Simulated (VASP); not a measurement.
Data:

```
AuKCl3
1.0
    5.02446     0.00000     0.00000
    0.00000     5.02446     0.00000
    0.00000     0.00000     5.02446
K Au Cl
1 1 3
Direct
  0.50000   0.50000   0.50000
  0.00000   0.00000   0.00000
  0.50000   0.00000   0.00000
  0.00000   0.50000   0.00000
  0.00000   0.00000   0.50000
```

The numbers are results of PBEsol GGA, VASP's PBE PAW potentials (set 64) (plane waves; VASP), not measurements. Numerical set-up: 400 eV cut-off, Gaussian smearing of 0.050 eV, potentials K_sv Au Cl.

Unless said otherwise, spin-orbit coupling is left out, though it shifts the bands of the heavy elements here.

Task: What does the run give for the band gap (along the path) with the smallest direct gap where there is one?

Result: 
```yaml
band gap (along the path): none (metal, semimetal or under 0.01 eV)
```

The structure comes from a computed database's KAuCl3 entry (Pm-3m); how it stands against other phases isn't given here. It was relaxed first, which changed the volume by -7 %. The electron count is odd and the run is not spin-polarised, which forces a metal.
